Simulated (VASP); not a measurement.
```
Ni3Si
1.0
    3.45611     0.00000     0.00000
    0.00000     3.45611     0.00000
    0.00000     0.00000     3.45611
Si Ni
1 3
Cartesian
  0.00000   0.00000   0.00000
  0.00000   1.72805   1.72805
  1.72805   0.00000   1.72805
  1.72805   1.72805   0.00000
```

Method: AM05 GGA, VASP's PBE PAW potentials (set 64) (plane waves; VASP). Settings: 520 eV cut-off, Gaussian smearing of 0.050 eV, potentials Si Ni.

### Question
What does the run give for the band gap (along the path) with the smallest direct gap where there is one?

### Answer

| Property | Result |
|---|---|
| band gap (along the path) | none (metal, semimetal or under 0.01 eV) |

Only differences to runs with the same potentials and settings are physical.

The compound is Ni3Si in the L1_2 structure. It was relaxed first. The run is not spin-polarised, so no magnetic state was tried.
